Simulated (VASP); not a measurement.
Input for VASP

**POSCAR**
```
PbF2
1
    1.7690560000     1.0213650000     5.3632860000
   -1.7690560000     1.0213650000     5.3632860000
    0.0000000000    -2.0427300000     5.3632860000
Pb F
1 2
Direct
  0.0000000000   0.0000000000   0.0000000000
  0.2520000000   0.2520000000   0.2520000000
  0.7480000000   0.7480000000   0.7480000000
```

File KPOINTS:
```
Automatic mesh
0
Gamma
6 6 6
0 0 0
```

### INCAR
```
SYSTEM = PbF2
PREC = Accurate
ENCUT = 520
EDIFF = 1E-6
NELM = 100
ALGO = Normal
LREAL = .FALSE.
LASPH = .TRUE.
ISMEAR = 0
SIGMA = 0.05
GGA = PE
LMAXMIX = 4
LWAVE = .FALSE.
LCHARG = .FALSE.
ISIF = 2
ICHARG = 11
```

POTCAR, in this order: Pb_d F (PBE.64 set). Program: vasp_std.

The run wrote:

### standard output
```
 POSCAR found type information on POSCAR PbF
 POSCAR found :  2 types and       3 ions
 Reading from existing POTCAR
 Reading from existing POTCAR
 LDA part: xc-table for (Slater+PW92), standard interpolation
 WARNING: stress and forces are not correct
 POSCAR, INCAR and KPOINTS ok, starting setup
 WAVECAR not read
 WARNING: CHGCAR is incomplete

 -----------------------------------------------------------------------------
|                                                                             |
|     EEEEEEE  RRRRRR   RRRRRR   OOOOOOO  RRRRRR      ###     ###     ###     |
|     E        R     R  R     R  O     O  R     R     ###     ###     ###     |
|     E        R     R  R     R  O     O  R     R     ###     ###     ###     |
|     EEEEE    RRRRRR   RRRRRR   O     O  RRRRRR       #       #       #      |
|     E        R   R    R   R    O     O  R   R                               |
|     E        R    R   R    R   O     O  R    R      ###     ###     ###     |
|     EEEEEEE  R     R  R     R  OOOOOOO  R     R     ###     ###     ###     |
|                                                                             |
|     ICHARG>10                                                               |
|                                                                             |
|       ---->  I REFUSE TO CONTINUE WITH THIS SICK JOB ... BYE!!! <----       |
|                                                                             |
 -----------------------------------------------------------------------------
```

Task: Read input and log: which fault does this run have?
A. simple mixing (IMIX = 1) with AMIX above 1 overshoots
B. POTCAR lists the elements in another order than POSCAR
C. MAGMOM holds more values than there are atoms
D. ICHARG = 11 asks for a fixed density, but there is no CHGCAR

Result: D, ICHARG = 11 asks for a fixed density, but there is no CHGCAR. VASP stops with an error: ERROR: charge density could not be read from file CHGCAR for ICHARG>10 ----> I REFUSE TO CONTINUE WITH THIS SICK JOB ... BYE!!! <----

To mend it, run self-consistently first and keep its CHGCAR, or remove ICHARG. The plain static run on this cell (PBE GGA, plane waves, VASP's PBE PAW potentials (set 64)) converges, and its OSZICAR ends with
```
   1 F= -.13445357E+02 E0= -.13445357E+02  d E =-.587496E-12
```

The structure was generated: PbF2 was put into the CdCl2 type (R-3m), which need not be its known phase. The cell was not relaxed at this level.
